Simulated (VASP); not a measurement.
All values below come from PBEsol GGA, VASP's PBE PAW potentials (set 64) (plane waves; VASP).

VASP ran on this input.

INCAR:
```
ALGO = Normal
EDIFF = 1E-7
ENCUT = 400
GGA = PS
ISIF = 2
ISMEAR = -5
LASPH = .TRUE.
LCHARG = .TRUE.
LEFG = .TRUE.
LMAXMIX = 4
LORBIT = 11
LREAL = .FALSE.
LWAVE = .FALSE.
NEDOS = 601
NELM = 100
PREC = Accurate
SYSTEM = Ga4As2P2
```

KPOINTS:
```
Regular mesh
0
Gamma
  8 8 2
0 0 0
```

POSCAR:
```
Ga4As2P2
1
   -0.0000000000     2.7732937121     2.7732937121
    2.7732937121    -0.0000000000     2.7732937121
   11.0866864915    11.0866864915     0.0064883568
Ga P As
4 2 2
Direct
  0.9901241175   0.9901241175   0.0074069119
  0.9998339197   0.9998339197   0.2501245601
  0.0098421685   0.0098421685   0.4926183737
  0.0001433614   0.0001433614   0.7498924789
  0.2456493644   0.2456493644   0.0657629767
  0.2549508803   0.2549508803   0.3087868398
  0.2543741961   0.2543741961   0.5592193530
  0.2450819922   0.2450819922   0.8161885058
```

POTCAR, in this order: Ga_d P As (PBE.64 set). Program: vasp_std.

Output of the run:

### OSZICAR
```
       N       E                     dE             d eps       ncg     rms          rms(c)
DAV:   1     0.573337638731E+03    0.57334E+03   -0.28919E+04  1736   0.207E+03
DAV:   2     0.506711483858E+02   -0.52267E+03   -0.51114E+03  1888   0.524E+02
DAV:   3    -0.337774396394E+02   -0.84449E+02   -0.82083E+02  2021   0.161E+02
DAV:   4    -0.387530003416E+02   -0.49756E+01   -0.49424E+01  2102   0.399E+01
DAV:   5    -0.389018810471E+02   -0.14888E+00   -0.14865E+00  2274   0.679E+00    0.733E+00
DAV:   6    -0.380714903104E+02    0.83039E+00   -0.15915E+00  2427   0.160E+01    0.426E+00
DAV:   7    -0.379373979744E+02    0.13409E+00   -0.85778E-01  2112   0.484E+00    0.117E+00
DAV:   8    -0.379321891939E+02    0.52088E-02   -0.19688E-01  2288   0.492E+00    0.256E-01
DAV:   9    -0.379314553597E+02    0.73383E-03   -0.21253E-02  2336   0.215E+00    0.124E-01
DAV:  10    -0.379316497194E+02   -0.19436E-03   -0.37086E-03  2042   0.792E-01    0.881E-02
DAV:  11    -0.379317657119E+02   -0.11599E-03   -0.69840E-04  2442   0.222E-01    0.723E-02
DAV:  12    -0.379318238806E+02   -0.58169E-04   -0.19970E-04  2248   0.217E-01    0.409E-02
DAV:  13    -0.379318504421E+02   -0.26562E-04   -0.10205E-04  1873   0.143E-01    0.274E-02
DAV:  14    -0.379318520234E+02   -0.15813E-05   -0.31933E-05  2774   0.411E-02    0.107E-02
DAV:  15    -0.379318526924E+02   -0.66896E-06   -0.38973E-06  1981   0.215E-02    0.152E-02
DAV:  16    -0.379318523520E+02    0.34039E-06   -0.19811E-06  2331   0.194E-02    0.788E-03
DAV:  17    -0.379318523106E+02    0.41438E-07   -0.10596E-06  1965   0.241E-02    0.617E-03
DAV:  18    -0.379318522084E+02    0.10214E-06   -0.19727E-07  1203   0.901E-03    0.436E-03
DAV:  19    -0.379318520845E+02    0.12392E-06   -0.10908E-07  1132   0.651E-03    0.165E-03
DAV:  20    -0.379318520361E+02    0.48392E-07   -0.11135E-07  1046   0.269E-03
   1 F= -.37931852E+02 E0= -.37931852E+02  d E =0.000000E+00
```

File OUTCAR:
```
------------------------ aborting loop because EDIFF is reached ----------------------------------------
  FORCE on cell =-STRESS in cart. coord.  units (eV):
  Direction    XX          YY          ZZ          XY          YZ          ZX
  --------------------------------------------------------------------------------------
  Total       -0.0238452     -0.0238452     -0.0238452      0.0531622     -0.0531622     -0.0531622
  in kB       -0.2240860     -0.2240860     -0.2240860      0.4995941     -0.4995941     -0.4995941
  external PRESSURE =      -0.2240860 kB  Pullay stress =       0.0000000 kB
  volume of cell :      170.49
      direct lattice vectors                 reciprocal lattice vectors
     0.000000000  2.773293712  2.773293712    -0.180343809  0.180238265  0.180343809
     2.773293712  0.000000000  2.773293712     0.180238265 -0.180343809  0.180343809
    11.086686492 11.086686492  0.006488357     0.045112338  0.045112338 -0.045112338
 POSITION                                       TOTAL-FORCE (eV/Angst)
 -----------------------------------------------------------------------------------
      2.82802      2.82802      5.49186        -0.001959     -0.001959      0.001959
      5.54589      5.54589      5.54729        -0.004362     -0.004362      0.004362
      5.48880      5.48880      0.05779        -0.006439     -0.006439      0.006439
      8.31422      8.31422      0.00566        -0.003871     -0.003871      0.003871
      1.41035      1.41035      1.36294         0.007133      0.007133     -0.007133
      4.13048      4.13048      1.41611         0.001224      0.001224     -0.001224
      6.90534      6.90534      1.41454         0.001079      0.001079     -0.001079
      9.72851      9.72851      1.36466         0.007196      0.007196     -0.007196
 -----------------------------------------------------------------------------------
    total drift:                                0.000017      0.000017     -0.000013
  FREE ENERGIE OF THE ION-ELECTRON SYSTEM (eV)
  ---------------------------------------------------
  free  energy   TOTEN  =       -37.9318520361 eV

  energy  without entropy=      -37.9318520361  energy(sigma->0) =      -37.93185204

 total charge

# of ion       s       p       d       tot
------------------------------------------
    1        0.867   0.815  10.002  11.684
    2        0.864   0.827  10.007  11.698
    3        0.879   0.848  10.005  11.732
    4        0.882   0.835  10.000  11.717
    5        1.021   1.491   0.000   2.511
    6        1.020   1.491   0.000   2.511
    7        1.208   1.616   0.033   2.857
    8        1.209   1.615   0.033   2.858
--------------------------------------------------
tot          7.951   9.538  40.081  57.569
```
(Selected blocks of OUTCAR.)

File OUTCAR:
```
 val. band max:        4.3360604610   @ k =   0.0000   0.0000   0.0000

 cond. band min:       5.3051034201   @ k =   0.0000   0.0000   0.0000


 Fermi energy:         4.3740930540

 k-point     1 :       0.0000    0.0000    0.0000
  band No.  band energies     occupation
      1     -10.6017      2.00000
      2     -10.5551      2.00000
      3     -10.5317      2.00000
      4     -10.5317      2.00000
      5     -10.5042      2.00000
      6     -10.5042      2.00000
      7     -10.4546      2.00000
      8     -10.4544      2.00000
      9     -10.4544      2.00000
     10     -10.4255      2.00000
     11     -10.4255      2.00000
     12     -10.4094      2.00000
     13     -10.3884      2.00000
     14     -10.3884      2.00000
     15     -10.3663      2.00000
     16     -10.3663      2.00000
     17     -10.3112      2.00000
     18     -10.3112      2.00000
     19     -10.2872      2.00000
     20     -10.2872      2.00000
     21      -8.4704      2.00000
     22      -7.7371      2.00000
     23      -7.6978      2.00000
     24      -6.4766      2.00000
     25      -2.5037      2.00000
     26       0.1585      2.00000
     27       0.1682      2.00000
     28       2.8979      2.00000
     29       2.8979      2.00000
     30       3.4036      2.00000
     31       3.4036      2.00000
     32       3.6908      2.00000
     33       3.6908      2.00000
     34       4.1953      2.00000
     35       4.3361      2.00000
     36       4.3361      2.00000
     37       5.3051      0.00000
     38       5.3620      0.00000
     39       5.9384      0.00000
     40       6.0499      0.00000
     41       7.9034      0.00000
     42       7.9034      0.00000
     43       8.0120      0.00000

 k-point     2 :       0.1250    0.0000    0.0000
  band No.  band energies     occupation
      1     -10.6039      2.00000
      2     -10.5587      2.00000
      3     -10.5371      2.00000
      4     -10.5271      2.00000
      5     -10.5050      2.00000
...
```

The structure was generated: Ga4As2P2 was put into an ordered model structure (R3m), which need not be its known phase. It was relaxed first.
